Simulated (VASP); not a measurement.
An input for Quantum ESPRESSO's pw.x (written as the equivalent of a VASP run, and not itself run):

```
&CONTROL
  calculation = 'scf'
  pseudo_dir = './pseudo'
  outdir = './out'
  tprnfor = .true.
  tstress = .true.
/
&SYSTEM
  ibrav = 0
  nat = 1
  ntyp = 1
  ecutwfc = 40
  occupations = 'smearing'
  smearing = 'methfessel-paxton'
  degauss = 0.00735
  input_dft = 'pbe'
/
&ELECTRONS
  conv_thr = 7.3e-08
  electron_maxstep = 100
/
ATOMIC_SPECIES
  Al 26.982 Al.upf
CELL_PARAMETERS angstrom
     0.0000000    2.0655000    2.0655000
     2.0655000    0.0000000    2.0655000
     2.0655000    2.0655000    0.0000000
ATOMIC_POSITIONS crystal
  Al   0.0000000  0.0000000  0.0000000
K_POINTS automatic
  13 13 13 0 0 0
```

Translate this input to VASP (INCAR, KPOINTS, POSCAR, choice of POTCAR).

This is not unique; one that fits is 
**KPOINTS**
```
Automatic mesh
0
Monkhorst-Pack
13 13 13
0 0 0
```

### POSCAR
```
Al
2.06550
  0.0000000000   1.0000000000   1.0000000000
  1.0000000000   0.0000000000   1.0000000000
  1.0000000000   1.0000000000   0.0000000000
Al
1
Cart
  0.0000000000   0.0000000000   0.0000000000
```

INCAR:
```
SIGMA = 0.1   ! width (eV)
LWAVE = .False.
LCHARG = .False.
LASPH = .True.   ! aspherical one-centre terms
ALGO = Normal
ISIF = 2   ! forces and stress, cell fixed
EDIFF = 1E-6
PREC = Accurate
ISMEAR = 1   ! Methfessel-Paxton
SYSTEM = Al
LREAL = .False.   ! projection in real space or not
GGA = PE
ENCUT = 400   ! plane-wave cut-off (eV)
NELM = 100   ! most electronic steps
```

POTCAR, in this order: Al (PBE.64 set). Program: vasp_std.

What does not carry over: the potentials are each code's own (VASP's PAW set, PseudoDojo norm-conserving files in pw.x), so ENCUT and ecutwfc are chosen apart and not converted; conv_thr bounds pw.x's estimated SCF error, while EDIFF bounds the energy change between steps.

The compound is Al in the fcc structure. The cell was not relaxed at this level. The run is one of a series of settings (KPOINTS 13×13×13 Monkhorst-Pack mesh against the base run), some of them coarse on purpose.
